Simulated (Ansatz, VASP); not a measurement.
# Cross-check of Na3Y between VASP and Ansatz

One calculation is typed for both programs; each brings its own data sets. How far apart do they land? The cell is generated by rule, not measured, and may not be a known phase. The cell is taken from a series of runs on this material, whose earlier steps may have relaxed, scaled, displaced or heated it; both programs get it as it stands.

Program: Ansatz 0.2.0. Level of theory: plane waves, with VASP 6.6.1 beside it; zone-centre phonons at LDA. Results are calculated unless marked as measured.

The structure was built from a prototype and need not be the compound's stable phase.

### 1. Set-up

It takes space group Fm-3m (No. 225, cubic). The conventional cell has a = 7.928 Å, b = 7.928 Å, c = 7.928 Å, α = 90.00°, β = 90.00°, γ = 90.00°. Nearest to Na lie 4 Y at 3.43 Å and 4 Na at 3.43 Å. Nearest to Na lie 8 Na at 3.43 Å. Nearest to Y lie 8 Na at 3.43 Å. Farther neighbours are not listed.

As a file:

```xyz
4
Lattice="0.0000 3.9642 3.9642 3.9642 0.0000 3.9642 3.9642 3.9642 0.0000" Properties=species:S:1:pos:R:3 pbc="T T T"
Na    5.9463    5.9463    5.9463
Na    3.9642    3.9642    3.9642
Na    1.9821    1.9821    1.9821
Y     0.0000    0.0000    0.0000
```

### 2. VASP: zone-centre phonons, LDA

Second derivatives magnify differences that forces hide, and they need a tight electronic threshold.

Lines of VASP's logs that name or quote its potential files are left out, and so is its time.

File INCAR:

```
SYSTEM = Na3Y
PREC = Accurate
ENCUT = 500
EDIFF = 1E-08
NELM = 120
ISMEAR = 1
SIGMA = 0.2
LREAL = .FALSE.
ALGO = Normal
GGA = CA
NBANDS = 22
LASPH = .TRUE.
LORBIT = 11
LWAVE = .FALSE.
LCHARG = .FALSE.
ISIF = 2
IBRION = 8
GGA_COMPAT = .FALSE.
KPAR = 2
```

File POSCAR:

```
Na3Y
1.0
    0.0000000000      3.9641698809      3.9641698809
    3.9641698809      0.0000000000      3.9641698809
    3.9641698809      3.9641698809      0.0000000000
Na Y
3 1
Direct
    0.7500000000      0.7500000000      0.7500000000
    0.5000000000      0.5000000000      0.5000000000
    0.2500000000      0.2500000000      0.2500000000
    0.0000000000      0.0000000000      0.0000000000
```

File KPOINTS:

```
Automatic mesh
0
Gamma
12 12 12
0 0 0
```

Potentials, in the order of the species: Na_pv and Y_sv (LDA family, release 64).

Command:

```console
$ mpirun -np 2 vasp_std
```

Numbers of over 12 decimals in the logs are rounded to 6 here.

Output:

```text
[banner, memory and clock lines left out]
running    2 mpi-ranks, on    1 nodes
 distrk:  each k-point on    1 cores,    2 groups
 distr:  one band on    1 cores,    1 groups

 POSCAR found type information on POSCAR NaY
 POSCAR found :  2 types and       4 ions
 LDA part: xc-table for (Slater(with rela. corr.)+CA(PZ))
 , standard interpolation
 POSCAR, INCAR and KPOINTS ok, starting setup
 FFT: planning ... GRIDC
 FFT: planning ... GRID_SOFT
 FFT: planning ... GRID
 WAVECAR not read
 entering main loop
       N       E                     dE             d eps       ncg     rms          rms(c)
DAV:   1     0.246779443158E+03    0.24678E+03   -0.16404E+04  3168   0.145E+03
DAV:   2     0.362721047715E+01   -0.24315E+03   -0.23797E+03  3282   0.384E+02
DAV:   3    -0.954201918204E+01   -0.13169E+02   -0.12637E+02  4284   0.993E+01
DAV:   4    -0.104192363233E+02   -0.87722E+00   -0.86744E+00  5086   0.169E+01
DAV:   5    -0.104315626448E+02   -0.12326E-01   -0.12252E-01  4056   0.174E+00    0.152E+01
DAV:   6    -0.975312434733E+01    0.67844E+00   -0.12891E+00  4364   0.340E+00    0.106E+01
DAV:   7    -0.974132102491E+01    0.11803E-01   -0.10531E+00  4210   0.341E+00    0.207E+00
DAV:   8    -0.973511952795E+01    0.62015E-02   -0.58181E-01  3818   0.486E+00    0.137E+00
DAV:   9    -0.972627528523E+01    0.88442E-02   -0.29674E-01  4014   0.239E+00    0.116E+00
DAV:  10    -0.970966402698E+01    0.16611E-01   -0.52122E-02  4478   0.323E+00    0.253E-01
DAV:  11    -0.971118756612E+01   -0.15235E-02   -0.18003E-02  3824   0.887E-01    0.142E-01
DAV:  12    -0.971098460941E+01    0.20296E-03   -0.70398E-04  4066   0.226E-01    0.147E-01
DAV:  13    -0.971087001245E+01    0.11460E-03   -0.19032E-04  4344   0.863E-02    0.629E-02
DAV:  14    -0.971080256521E+01    0.67447E-04   -0.42691E-04  4508   0.134E-01    0.153E-02
DAV:  15    -0.971080486604E+01   -0.23008E-05   -0.51049E-05  4006   0.563E-02    0.199E-02
DAV:  16    -0.971080461670E+01    0.24934E-06   -0.28070E-06  4004   0.123E-02    0.981E-03
DAV:  17    -0.971080467488E+01   -0.58178E-07   -0.50912E-07  4546   0.718E-03    0.120E-03
DAV:  18    -0.971080466497E+01    0.99149E-08   -0.13622E-07  3944   0.333E-03    0.131E-03
DAV:  19    -0.971080466479E+01    0.17235E-09   -0.21235E-08  3478   0.109E-03
   1 F= -.97108047E+01 E0= -.97120476E+01  d E =0.372876E-02
 Linear response reoptimize wavefunctions to high precision
DAV:   1    -0.971080466083E+01    0.39663E-08   -0.75628E-09  2736   0.702E-04
DAV:   2    -0.971080466091E+01   -0.79126E-10   -0.10398E-09  1616   0.244E-04
DAV:   3    -0.971080466095E+01   -0.44565E-10   -0.23194E-10  1584   0.102E-04
 Linear response DOF=           3
 Linear response progress:
  Degree of freedom:   1/  3
       N       E                     dE             d eps       ncg     rms          rms(c)
RMM:   1    -0.158044946282E+00   -0.15804E+00   -0.31994E-01 12441   0.478E+00
RMM:   2    -0.162064249386E+00   -0.40193E-02   -0.23510E-02 19569   0.100E+00    0.350E-02
RMM:   3    -0.162178130958E+00   -0.11388E-03   -0.63692E-04 20851   0.187E-01    0.156E-02
RMM:   4    -0.162168960523E+00    0.91704E-05   -0.89870E-05 24907   0.739E-02    0.468E-03
RMM:   5    -0.162151943069E+00    0.17017E-04   -0.61653E-06 24589   0.152E-02    0.128E-03
RMM:   6    -0.162144334859E+00    0.76082E-05   -0.16742E-06 26968   0.663E-03    0.538E-04
RMM:   7    -0.162144537839E+00   -0.20298E-06   -0.68856E-07 28992   0.245E-03    0.389E-04
RMM:   8    -0.162143285444E+00    0.12524E-05   -0.30290E-07 30519   0.137E-03    0.544E-05
RMM:   9    -0.162143504278E+00   -0.21883E-06   -0.14092E-07 31087   0.836E-04    0.983E-05
RMM:  10    -0.162143578028E+00   -0.73749E-07   -0.60961E-08 31454   0.545E-04    0.764E-05
RMM:  11    -0.162143633144E+00   -0.55116E-07   -0.17445E-08 31410   0.379E-04    0.154E-05
RMM:  12    -0.162143651632E+00   -0.18489E-07   -0.12541E-08 31271   0.271E-04    0.273E-05
RMM:  13    -0.162143684819E+00   -0.33187E-07   -0.37136E-09 31287   0.201E-04    0.970E-06
RMM:  14    -0.162143693321E+00   -0.85015E-08    0.73933E-10 31222   0.149E-04    0.747E-06
 first order change of Fermi-energy   0.99617E-05
 force on displaced ion       1 direction 1 :  -1.532   0.000   0.000
 Linear response progress:
  Degree of freedom:   2/  3
       N       E                     dE             d eps       ncg     rms          rms(c)
RMM:   1    -0.158177099866E+00   -0.15818E+00   -0.34530E-01  7587   0.412E+00
RMM:   2    -0.162059091166E+00   -0.38820E-02   -0.23861E-02 10645   0.870E-01    0.244E-02
RMM:   3    -0.162255661894E+00   -0.19657E-03   -0.14099E-03 12553   0.214E-01    0.115E-02
RMM:   4    -0.162249884476E+00    0.57774E-05   -0.53615E-05 13919   0.471E-02    0.298E-03
RMM:   5    -0.162242239349E+00    0.76451E-05   -0.59256E-06 15135   0.152E-02    0.137E-03
RMM:   6    -0.162236484694E+00    0.57547E-05   -0.10219E-06 15398   0.475E-03    0.338E-04
RMM:   7    -0.162234744048E+00    0.17406E-05   -0.42608E-07 16389   0.205E-03    0.136E-04
RMM:   8    -0.162234697441E+00    0.46606E-07   -0.20719E-07 16766   0.108E-03    0.969E-05
RMM:   9    -0.162234689055E+00    0.83865E-08   -0.16750E-07 17087   0.655E-04    0.410E-05
RMM:  10    -0.162234739620E+00   -0.50565E-07   -0.53391E-09 16775   0.428E-04    0.272E-05
RMM:  11    -0.162234758674E+00   -0.19054E-07    0.56612E-08 16855   0.300E-04    0.763E-06
RMM:  12    -0.162234765631E+00   -0.69572E-08    0.68199E-08 17168   0.215E-04    0.824E-06
 first order change of Fermi-energy   0.57447E-04
 force on displaced ion       2 direction 1 :  -1.167   0.000   0.000
 Linear response progress:
  Degree of freedom:   3/  3
       N       E                     dE             d eps       ncg     rms          rms(c)
RMM:   1    -0.289492236743E+00   -0.28949E+00    0.69973E+00  8945   0.980E+00
RMM:   2    -0.275400459494E+00    0.14092E-01   -0.24759E-01 14012   0.164E+00    0.155E-01
RMM:   3    -0.277939575239E+00   -0.25391E-02   -0.12950E-02 15038   0.429E-01    0.661E-02
RMM:   4    -0.278776024808E+00   -0.83645E-03   -0.22790E-03 16167   0.174E-01    0.287E-02
RMM:   5    -0.278912933067E+00   -0.13691E-03   -0.52271E-04 17178   0.774E-02    0.132E-02
RMM:   6    -0.278818732548E+00    0.94201E-04   -0.71380E-05 16795   0.305E-02    0.603E-03
RMM:   7    -0.278735241701E+00    0.83491E-04   -0.20614E-05 17113   0.155E-02    0.158E-03
RMM:   8    -0.278692286758E+00    0.42955E-04   -0.48393E-06 16807   0.728E-03    0.396E-04
RMM:   9    -0.278687878092E+00    0.44087E-05   -0.15463E-06 17352   0.388E-03    0.319E-04
RMM:  10    -0.278684642690E+00    0.32354E-05   -0.52172E-06 17362   0.202E-03    0.203E-04
RMM:  11    -0.278684867093E+00   -0.22440E-06   -0.15244E-05 17127   0.122E-03    0.115E-04
RMM:  12    -0.278685082358E+00   -0.21527E-06   -0.17254E-05 17154   0.741E-04    0.820E-05
RMM:  13    -0.278684202244E+00    0.88011E-06   -0.12722E-05 16756   0.530E-04    0.824E-05
RMM:  14    -0.278684998649E+00   -0.79640E-06   -0.89301E-06 16454   0.372E-04    0.345E-05
[...]
RMM:  21    -0.278684547018E+00    0.28787E-06   -0.19394E-06 14905   0.927E-05    0.194E-04
RMM:  22    -0.278684520138E+00    0.26880E-07   -0.16808E-06 14760   0.736E-05    0.205E-04
RMM:  23    -0.278684574797E+00   -0.54659E-07   -0.14280E-06 12440   0.641E-05    0.203E-04
RMM:  24    -0.278684813191E+00   -0.23839E-06   -0.11316E-06 16952   0.679E-05    0.156E-04
RMM:  25    -0.278684970276E+00   -0.15708E-06   -0.89358E-07 15823   0.545E-05    0.133E-04
RMM:  26    -0.278685019710E+00   -0.49434E-07   -0.66104E-07 13756   0.434E-05    0.131E-04
RMM:  27    -0.278685097531E+00   -0.77822E-07   -0.60016E-07 13616   0.387E-05    0.127E-04
RMM:  28    -0.278685262993E+00   -0.16546E-06   -0.53212E-07 15646   0.371E-05    0.111E-04
 first order change of Fermi-energy   0.62041E-03
 force on displaced ion       4 direction 1 :  -2.548   0.000   0.000
 Linear response finished
```

Parts of OUTCAR (step 2):

```text
ion  position               nearest neighbor table
   1  0.750  0.750  0.750-   4 3.43   4 3.43   4 3.43   4 3.43
   2  0.500  0.500  0.500-
   3  0.250  0.250  0.250-   4 3.43   4 3.43   4 3.43   4 3.43
   4  0.000  0.000  0.000-   1 3.43   1 3.43   1 3.43   1 3.43   3 3.43   3 3.43   3 3.43   3 3.43

  LATTYP: Found a face centered cubic cell.
 ALAT       =     7.9283397618

 Subroutine GETGRP returns: Found 48 space group operations
 (whereof 48 operations were pure point group operations)

The static configuration has the point symmetry O_h .

 Found     72 irreducible k-points:

   k-points           NKPTS =     72   k-points in BZ     NKDIM =     72   number of bands    NBANDS=     22

   dimension x,y,z NGX =    42 NGY =   42 NGZ =   42
   dimension x,y,z NGXF=    84 NGYF=   84 NGZF=   84

   ENCUT  =  500.0 eV  36.75 Ry    6.06 a.u.  10.22 10.22 10.22*2*pi/ulx,y,z

   NELECT =      32.0000    total number of electrons

 k-points in reciprocal lattice and weights: Automatic mesh
   0.00000000  0.00000000  0.00000000       0.001
   0.08333333  0.00000000  0.00000000       0.005
   0.16666667  0.00000000  0.00000000       0.005
   0.25000000  0.00000000  0.00000000       0.005
   0.33333333  0.00000000  0.00000000       0.005
   0.41666667  0.00000000  0.00000000       0.005
   0.50000000  0.00000000  0.00000000       0.002
   0.08333333  0.08333333  0.00000000       0.003
   0.16666667  0.08333333  0.00000000       0.014
[...]
-0.33333333  0.50000000  0.16666667       0.007
  -0.25000000  0.50000000  0.25000000       0.003

 average (electrostatic) potential at core
       1 -47.3068       2 -47.3607       3 -47.3068       4 -40.7981

  Total       -0.0238319     -0.0238319     -0.0238319      0.0000000      0.0000000     -0.0000000
  in kB       -0.3064666     -0.3064666     -0.3064666      0.0000000      0.0000000     -0.0000000
  external PRESSURE =      -0.3064666 kB  Pullay stress =       0.0000000 kB

  energy-cutoff  :      500.00
  volume of cell :      124.59
      direct lattice vectors                 reciprocal lattice vectors
     0.000000000  3.964169881  3.964169881    -0.126129812  0.126129812  0.126129812
     3.964169881  0.000000000  3.964169881     0.126129812 -0.126129812  0.126129812
     3.964169881  3.964169881  0.000000000     0.126129812  0.126129812 -0.126129812

 POSITION                                       TOTAL-FORCE (eV/Angst)
 -----------------------------------------------------------------------------------
      5.94625      5.94625      5.94625        -0.000000     -0.000000     -0.000000
      3.96417      3.96417      3.96417        -0.000000     -0.000000     -0.000000
      1.98208      1.98208      1.98208         0.000000      0.000000      0.000000
      0.00000      0.00000      0.00000        -0.000000     -0.000000     -0.000000
 -----------------------------------------------------------------------------------
    total drift:                               -0.000000     -0.000000      0.000000

 Eigenvectors and eigenvalues of the dynamical matrix
 ----------------------------------------------------

   1 f  =    4.779427 THz    30.030022 2PiTHz  159.424508 cm-1    19.766111 meV
             X         Y         Z           dx          dy          dz
      5.946255  5.946255  5.946255     0.521791   -0.261534    0.001790
      3.964170  3.964170  3.964170    -0.369559    0.185232   -0.001268
      1.982085  1.982085  1.982085     0.521791   -0.261534    0.001790
      0.000000  0.000000  0.000000    -0.343663    0.172252   -0.001179

   2 f  =    4.779427 THz    30.030022 2PiTHz  159.424508 cm-1    19.766111 meV
             X         Y         Z           dx          dy          dz
      5.946255  5.946255  5.946255    -0.065594   -0.126993    0.565897
      3.964170  3.964170  3.964170     0.046457    0.089943   -0.400797
      1.982085  1.982085  1.982085    -0.065594   -0.126993    0.565897
      0.000000  0.000000  0.000000     0.043202    0.083641   -0.372712

   3 f  =    4.779427 THz    30.030022 2PiTHz  159.424508 cm-1    19.766111 meV
             X         Y         Z           dx          dy          dz
      5.946255  5.946255  5.946255    -0.253181   -0.506104   -0.142922
      3.964170  3.964170  3.964170     0.179316    0.358449    0.101225
      1.982085  1.982085  1.982085    -0.253181   -0.506104   -0.142922
      0.000000  0.000000  0.000000     0.166750    0.333331    0.094132

   4 f  =    4.084100 THz    25.661158 2PiTHz  136.230917 cm-1    16.890473 meV
             X         Y         Z           dx          dy          dz
      5.946255  5.946255  5.946255    -0.698905    0.107384   -0.000000
      3.964170  3.964170  3.964170     0.000000    0.000000    0.000000
      1.982085  1.982085  1.982085     0.698905   -0.107384    0.000000
      0.000000  0.000000  0.000000     0.000000   -0.000000   -0.000000

   5 f  =    4.084100 THz    25.661158 2PiTHz  136.230917 cm-1    16.890473 meV
             X         Y         Z           dx          dy          dz
      5.946255  5.946255  5.946255     0.000000    0.000000   -0.707107
      3.964170  3.964170  3.964170    -0.000000   -0.000000   -0.000000
      1.982085  1.982085  1.982085    -0.000000   -0.000000    0.707107
      0.000000  0.000000  0.000000     0.000000    0.000000    0.000000

   6 f  =    4.084100 THz    25.661158 2PiTHz  136.230917 cm-1    16.890473 meV
             X         Y         Z           dx          dy          dz
      5.946255  5.946255  5.946255     0.107384    0.698905    0.000000
      3.964170  3.964170  3.964170     0.000000   -0.000000   -0.000000
      1.982085  1.982085  1.982085    -0.107384   -0.698905   -0.000000
      0.000000  0.000000  0.000000    -0.000000    0.000000    0.000000

   7 f  =    3.529461 THz    22.176257 2PiTHz  117.730142 cm-1    14.596671 meV
             X         Y         Z           dx          dy          dz
      5.946255  5.946255  5.946255     0.102794    0.049859    0.011281
      3.964170  3.964170  3.964170     0.739650    0.358755    0.081175
      1.982085  1.982085  1.982085     0.102794    0.049859    0.011281
      0.000000  0.000000  0.000000    -0.483234   -0.234385   -0.053034

   8 f  =    3.529461 THz    22.176257 2PiTHz  117.730142 cm-1    14.596671 meV
             X         Y         Z           dx          dy          dz
      5.946255  5.946255  5.946255     0.049907   -0.103367    0.002092
      3.964170  3.964170  3.964170     0.359102   -0.743771    0.015051
      1.982085  1.982085  1.982085     0.049907   -0.103367    0.002092
      0.000000  0.000000  0.000000    -0.234612    0.485927   -0.009833

   9 f  =    3.529461 THz    22.176257 2PiTHz  117.730142 cm-1    14.596671 meV
             X         Y         Z           dx          dy          dz
      5.946255  5.946255  5.946255     0.011066    0.003031   -0.114229
      3.964170  3.964170  3.964170     0.079625    0.021812   -0.821925
      1.982085  1.982085  1.982085     0.011066    0.003031   -0.114229
      0.000000  0.000000  0.000000    -0.052022   -0.014250    0.536987

  10 f/i=    0.008426 THz     0.052944 2PiTHz    0.281073 cm-1     0.034849 meV
             X         Y         Z           dx          dy          dz
      5.946255  5.946255  5.946255     0.125135   -0.320233   -0.167162
      3.964170  3.964170  3.964170     0.125386   -0.320875   -0.167497
      1.982085  1.982085  1.982085     0.125135   -0.320233   -0.167162
      0.000000  0.000000  0.000000     0.245156   -0.627381   -0.327492

  11 f/i=    0.008426 THz     0.052944 2PiTHz    0.281073 cm-1     0.034849 meV
             X         Y         Z           dx          dy          dz
      5.946255  5.946255  5.946255     0.056603   -0.157340    0.343790
      3.964170  3.964170  3.964170     0.056717   -0.157655    0.344479
      1.982085  1.982085  1.982085     0.056603   -0.157340    0.343790
      0.000000  0.000000  0.000000     0.110893   -0.308250    0.673531

  12 f/i=    0.008426 THz     0.052944 2PiTHz    0.281073 cm-1     0.034849 meV
             X         Y         Z           dx          dy          dz
      5.946255  5.946255  5.946255     0.356775    0.137281    0.004087
      3.964170  3.964170  3.964170     0.357491    0.137556    0.004095
      1.982085  1.982085  1.982085     0.356775    0.137281    0.004087
      0.000000  0.000000  0.000000     0.698971    0.268951    0.008007

 ELASTIC MODULI CONTR FROM IONIC RELAXATION (kBar)
 Direction    XX          YY          ZZ          XY          YZ          ZX
 --------------------------------------------------------------------------------
 XX          -0.0000      0.0000      0.0000     -0.0000      0.0000     -0.0000
 YY           0.0000     -0.0000      0.0000     -0.0000     -0.0000      0.0000
 ZZ           0.0000      0.0000     -0.0000      0.0000     -0.0000     -0.0000
 XY          -0.0000     -0.0000      0.0000    -24.3209     -0.0000      0.0000
 YZ           0.0000     -0.0000     -0.0000     -0.0000    -24.3209      0.0000
 ZX          -0.0000      0.0000     -0.0000      0.0000      0.0000    -24.3209
 --------------------------------------------------------------------------------
```

Energies printed during the response cycles are not total energies of the cell.

(Part 1 of 2 ends here.)

[Lines on the potential files, build, host, timing and source positions are cut from VASP's logs without a mark.]

[Logs are printed without paths, hosts, clocks, repeated set-up lines and the standing remarks that a program may print on its own settings, such as how far it seeks lower states.]

[Hosts, paths, dates, database ids (printed as entryN), source tags and the programs' standing remarks are cut or masked in the printed files.]
